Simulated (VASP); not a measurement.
Given:

```yaml
crystal:
  lattice:
    - [1.65034, -5.31600, 0.00000]
    - [1.65034, 5.31600, 0.00000]
    - [0.00000, 0.00000, 4.46583]
  atoms:
    - { symbol: P, position: [0.90080, 0.09920, 0.08597] }
    - { symbol: P, position: [0.59920, 0.40080, 0.58597] }
    - { symbol: P, position: [0.09920, 0.90080, 0.91403] }
    - { symbol: P, position: [0.40080, 0.59920, 0.41403] }
```

Computed with r2SCAN+rVV10, VASP's PBE PAW potentials (set 64) (plane waves; VASP). Settings: 400 eV cut-off, 11×11×8 Γ-centred mesh, tetrahedra with Blöchl corrections, potentials P.

Question: Predict the energy per atom (σ→0), band gap (over mesh and band path) with the smallest direct gap where there is one.

Answer: 
```yaml
band gap (over mesh and band path): 0.02 eV
smallest direct gap (over mesh and band path): 0.02 eV
energy per atom (σ→0): -8.897 eV/atom
```

The absolute energy has meaning only against runs of the same code, potentials and settings.

The structure comes from a measured P entry (Cmce) of the Crystallography Open Database, whose conditions weren't checked. It was relaxed first.
